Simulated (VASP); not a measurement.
Calculation: SCAN meta-GGA, VASP's PBE PAW potentials (set 64) (plane waves; VASP).

VASP input:

**KPOINTS**
```
Regular mesh
0
gamma
7 7 4
0 0 0
```

### POSCAR
```
PtS2
1
    3.5262654364    -0.0000000000    -0.0000000000
   -1.7631327182     3.0538352416    -0.0000000000
    0.0000000000    -0.0000000000     5.4768918697
Pt S
1 2
Direct
  1.0000000000   0.0000000000   1.0000000000
  0.3333330000   0.6666670000   0.2228454773
  0.6666670000   0.3333330000   0.7771545227
```

INCAR:
```
ALGO = Normal
EDIFF = 1E-7
ENCUT = 530
IBRION = 6
ISIF = 3
ISMEAR = 0
LASPH = T
LCHARG = F
LMAXMIX = 6
LMIXTAU = T
LREAL = F
LWAVE = F
METAGGA = SCAN
NELM = 100
NFREE = 2
NSW = 1
POTIM = 0.015
PREC = Accurate
SIGMA = 0.05
SYSTEM = PtS2
```

POTCAR, in this order: Pt S (PBE.64 set). Program: vasp_std.

The run wrote:

OSZICAR:
```
       N       E                     dE             d eps       ncg     rms          rms(c)
DAV:   1     0.434225738146E+02    0.43423E+02   -0.10901E+04   864   0.135E+03
DAV:   2    -0.922567256473E+02   -0.13568E+03   -0.13215E+03  1093   0.256E+02
DAV:   3    -0.979069559834E+02   -0.56502E+01   -0.56131E+01  1071   0.560E+01
DAV:   4    -0.979667149198E+02   -0.59759E-01   -0.59748E-01  1092   0.621E+00
DAV:   5    -0.979678585266E+02   -0.11436E-02   -0.11436E-02  1113   0.833E-01    0.178E+01
DAV:   6    -0.923210808646E+02    0.56468E+01   -0.59766E+00   973   0.254E+01    0.127E+01
DAV:   7    -0.909529950023E+02    0.13681E+01   -0.10237E+00   903   0.112E+01    0.671E+00
DAV:   8    -0.910735074383E+02   -0.12051E+00   -0.52965E-01   882   0.877E+00    0.123E+00
DAV:   9    -0.909959757726E+02    0.77532E-01   -0.36596E-01   861   0.756E+00    0.503E-01
DAV:  10    -0.910821094147E+02   -0.86134E-01   -0.54169E-02   889   0.289E+00    0.225E-01
DAV:  11    -0.910921288748E+02   -0.10019E-01   -0.17988E-02  1022   0.162E+00    0.150E-01
DAV:  12    -0.910924452612E+02   -0.31639E-03   -0.61914E-03   882   0.889E-01    0.129E-01
DAV:  13    -0.910931656266E+02   -0.72037E-03   -0.45912E-03   882   0.843E-01    0.101E-01
DAV:  14    -0.910929866906E+02    0.17894E-03   -0.74446E-04   959   0.299E-01    0.296E-02
DAV:  15    -0.910930074002E+02   -0.20710E-04   -0.77311E-05   924   0.124E-01    0.117E-02
DAV:  16    -0.910929608658E+02    0.46534E-04   -0.31137E-05  1078   0.774E-02    0.148E-02
DAV:  17    -0.910929845263E+02   -0.23661E-04   -0.20682E-05   966   0.519E-02    0.449E-03
DAV:  18    -0.910929935796E+02   -0.90533E-05   -0.15771E-06  1050   0.171E-02    0.445E-03
DAV:  19    -0.910929890978E+02    0.44818E-05   -0.29781E-06   945   0.204E-02    0.191E-03
DAV:  20    -0.910929932891E+02   -0.41913E-05   -0.22607E-07   864   0.613E-03    0.159E-03
DAV:  21    -0.910929923910E+02    0.89816E-06   -0.66415E-08   658   0.386E-03    0.415E-04
DAV:  22    -0.910929932225E+02   -0.83153E-06   -0.31962E-08   469   0.236E-03    0.255E-04
DAV:  23    -0.910929935848E+02   -0.36236E-06   -0.77646E-09   448   0.124E-03    0.158E-04
DAV:  24    -0.910929934195E+02    0.16534E-06   -0.20469E-09   448   0.573E-04    0.886E-05
DAV:  25    -0.910929935162E+02   -0.96730E-07   -0.59928E-10   441   0.311E-04
   1 F= -.91092994E+02 E0= -.91092994E+02  d E =-.211102E-11
 Found     4 degrees of freedom:
 Adding 6 more for cell shape distortion
```

OUTCAR:
```
------------------------ aborting loop because EDIFF is reached ----------------------------------------
  FORCE on cell =-STRESS in cart. coord.  units (eV):
  Direction    XX          YY          ZZ          XY          YZ          ZX
  --------------------------------------------------------------------------------------
  Total       -0.0056322     -0.0056322     -0.0031766      0.0000000      0.0000000      0.0000000
  in kB       -0.1530008     -0.1530008     -0.0862937      0.0000000      0.0000000      0.0000000
  external PRESSURE =      -0.1307651 kB  Pullay stress =       0.0000000 kB
  volume of cell :       58.98
      direct lattice vectors                 reciprocal lattice vectors
     3.526265436  0.000000000  0.000000000     0.283586139  0.163728545  0.000000000
    -1.763132718  3.053835242  0.000000000     0.000000000  0.327457089  0.000000000
     0.000000000  0.000000000  5.476891870     0.000000000  0.000000000  0.182585310
 POSITION                                       TOTAL-FORCE (eV/Angst)
 -----------------------------------------------------------------------------------
      0.00000      0.00000      0.00000        -0.000000      0.000000      0.000000
     -0.00000      2.03589      1.22050        -0.000000      0.000000     -0.012280
      1.76313      1.01794      4.25639         0.000000     -0.000000      0.012280
 -----------------------------------------------------------------------------------
    total drift:                                0.000000      0.000000      0.000000
  FREE ENERGIE OF THE ION-ELECTRON SYSTEM (eV)
  ---------------------------------------------------
  free  energy   TOTEN  =       -91.0929935162 eV

  energy  without entropy=      -91.0929935162  energy(sigma->0) =      -91.09299352
```
(Selected blocks of OUTCAR.)

File stdout:
```
...
DAV:  10    -0.910821094147E+02   -0.86134E-01   -0.54169E-02   889   0.289E+00    0.225E-01
DAV:  11    -0.910921288748E+02   -0.10019E-01   -0.17988E-02  1022   0.162E+00    0.150E-01
DAV:  12    -0.910924452612E+02   -0.31639E-03   -0.61914E-03   882   0.889E-01    0.129E-01
DAV:  13    -0.910931656266E+02   -0.72037E-03   -0.45912E-03   882   0.843E-01    0.101E-01
DAV:  14    -0.910929866906E+02    0.17894E-03   -0.74446E-04   959   0.299E-01    0.296E-02
DAV:  15    -0.910930074002E+02   -0.20710E-04   -0.77311E-05   924   0.124E-01    0.117E-02
DAV:  16    -0.910929608658E+02    0.46534E-04   -0.31137E-05  1078   0.774E-02    0.148E-02
DAV:  17    -0.910929845263E+02   -0.23661E-04   -0.20682E-05   966   0.519E-02    0.449E-03
DAV:  18    -0.910929935796E+02   -0.90533E-05   -0.15771E-06  1050   0.171E-02    0.445E-03
DAV:  19    -0.910929890978E+02    0.44818E-05   -0.29781E-06   945   0.204E-02    0.191E-03
DAV:  20    -0.910929932891E+02   -0.41913E-05   -0.22607E-07   864   0.613E-03    0.159E-03
DAV:  21    -0.910929923910E+02    0.89816E-06   -0.66415E-08   658   0.386E-03    0.415E-04
DAV:  22    -0.910929932225E+02   -0.83153E-06   -0.31962E-08   469   0.236E-03    0.255E-04
DAV:  23    -0.910929935848E+02   -0.36236E-06   -0.77646E-09   448   0.124E-03    0.158E-04
DAV:  24    -0.910929934195E+02    0.16534E-06   -0.20469E-09   448   0.573E-04    0.886E-05
DAV:  25    -0.910929935162E+02   -0.96730E-07   -0.59928E-10   441   0.311E-04
   1 F= -.91092994E+02 E0= -.91092994E+02  d E =-.211102E-11
 Found     4 degrees of freedom:
 Adding 6 more for cell shape distortion
 Finite differences POTIM= 0.01500 DOF=  10

 -----------------------------------------------------------------------------
|                                                                             |
|     EEEEEEE  RRRRRR   RRRRRR   OOOOOOO  RRRRRR      ###     ###     ###     |
|     E        R     R  R     R  O     O  R     R     ###     ###     ###     |
|     E        R     R  R     R  O     O  R     R     ###     ###     ###     |
|     EEEEE    RRRRRR   RRRRRR   O     O  RRRRRR       #       #       #      |
|     E        R   R    R   R    O     O  R   R                               |
|     E        R    R   R    R   O     O  R    R      ###     ###     ###     |
|     EEEEEEE  R     R  R     R  OOOOOOO  R     R     ###     ###     ###     |
|                                                                             |
|     RE_READ_KPOINTS: the new IBZ does not contain all k-points of the       |
|     original IBZ.                                                           |
|                                                                             |
|     ... try setting KBLOWUP=.FALSE.                                         |
|     ... as a last resort: switch off symmetry                               |
|                                                                             |
|       ---->  I REFUSE TO CONTINUE WITH THIS SICK JOB ... BYE!!! <----       |
|                                                                             |
 -----------------------------------------------------------------------------
```

VASP stops with an error: RE_READ_KPOINTS: the new IBZ does not contain all k-points of the original IBZ. ... try setting KBLOWUP=.FALSE. ... as a last resort: switch off symmetry ----> I REFUSE TO CONTINUE WITH THIS SICK JOB ... BYE!!! <----

The structure comes from a measured PtS2 entry (P-3m1) of the Crystallography Open Database, whose conditions weren't checked. It was relaxed first, which changed the volume by +8 %.
